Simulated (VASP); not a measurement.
Calculation: revTPSS meta-GGA, VASP's PBE PAW potentials (set 64) (plane waves; VASP 6.6.1).

The input files of a VASP run:

**POSCAR**
```
Al3Sc
1
    4.0763301707    -0.0000000000     0.0000000000
    0.0000000000     4.0763301707    -0.0000000000
   -0.0000000000     0.0000000000     4.0763301707
Sc Al
1 3
Direct
  0.0000000000   0.0000000000   0.0000000000
  0.0000000000   0.5000000000   0.5000000000
  0.5000000000   0.0000000000   0.5000000000
  0.5000000000   0.5000000000   0.0000000000
```

### KPOINTS
```
Automatic mesh
0
Gamma
9 9 9
0 0 0
```

### INCAR
```
ALGO=Normal
EDIFF=1E-7
ENCUT=520
ISIF=2
ISMEAR=-5
LASPH=.TRUE.
LCHARG=.FALSE.
LEFG=.TRUE.
LMAXMIX=4
LMIXTAU=.TRUE.
LORBIT=11
LREAL=.FALSE.
LWAVE=.FALSE.
METAGGA=RTPSS
NEDOS=601
NELM=100
PREC=Accurate
SYSTEM=Al3Sc
```

KPOINTS_OPT:
```
k-points along high-symmetry lines
10
Line-mode
Reciprocal
  0.000000   0.000000   0.000000 ! GAMMA
  0.000000   0.500000   0.000000 ! X

  0.000000   0.500000   0.000000 ! X
  0.500000   0.500000   0.000000 ! M

  0.500000   0.500000   0.000000 ! M
  0.000000   0.000000   0.000000 ! GAMMA

  0.000000   0.000000   0.000000 ! GAMMA
  0.500000   0.500000   0.500000 ! R

  0.500000   0.500000   0.500000 ! R
  0.000000   0.500000   0.000000 ! X

  0.500000   0.500000   0.500000 ! R
  0.500000   0.500000   0.000000 ! M
```

POTCAR, in this order: Sc_sv Al (PBE.64 set). Program: vasp_std.

Question: What will the output report for the number of irreducible k-points (NKPTS), largest plane-wave count, number of space-group operations, FFT grid (NGX, NGY, NGZ)?

Answer: 
The number of irreducible k-points (NKPTS) is 35. The largest plane-wave count comes out as 1843 and the number of space-group operations is 48. The FFT grid (NGX, NGY, NGZ) is 30 × 30 × 30.

The compound is Al3Sc in the L1_2 structure. It was relaxed first.
